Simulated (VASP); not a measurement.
Crystal: HfO2.

```
Hf O
1.0
     0.00000    2.54881    2.54881
     2.54881    0.00000    2.54881
     2.54881    2.54881    0.00000
Hf O
1 2
Direct
  0.00000 0.00000 0.00000
  0.25000 0.25000 0.25000
  0.75000 0.75000 0.75000
```

Measurements of this composition are mostly on another form, of space group No. 14.

- Program: VASP 6.6.1
- Task: relaxation of cell and atoms
- Functional: PBE
- Dispersion: D3(BJ)
- Potentials or basis: VASP PAW PBE potentials, release 64 (Hf_pv, O)
- Cutoff: 600 eV
- k mesh: 8 × 8 × 8
- Occupations: gaussian, width 0.02 eV
- Spin: no spin polarisation

At the start: pressure -7.5 GPa; volume 11.04 Å³/atom.

Q: How do energy, volume and symmetry change on relaxing?

A: Over 3 steps the energy falls by 8.0 meV/atom and the volume is 10.71 Å³/atom (-3.0 %); space group Fm-3m (No. 225, to 0.05 Å).

Step by step:
| step | energy change (eV) | largest force (eV/Å) | pressure (GPa) | volume (Å³) |
| --- | --- | --- | --- | --- |
| 1 | 0.0000 | 0.0000 | -7.47 | 33.12 |
| 2 | 0.0301 | 0.0000 | 12.86 | 30.71 |
| 3 | -0.0240 | 0.0000 | -0.04 | 32.13 |

Final structure:
```
CELL_PARAMETERS angstrom
0.00000 2.52315 2.52315
2.52315 0.00000 2.52315
2.52315 2.52315 0.00000
ATOMIC_POSITIONS crystal
Hf 0.00000 0.00000 0.00000
O 0.25000 0.25000 0.25000
O 0.75000 0.75000 0.75000
```
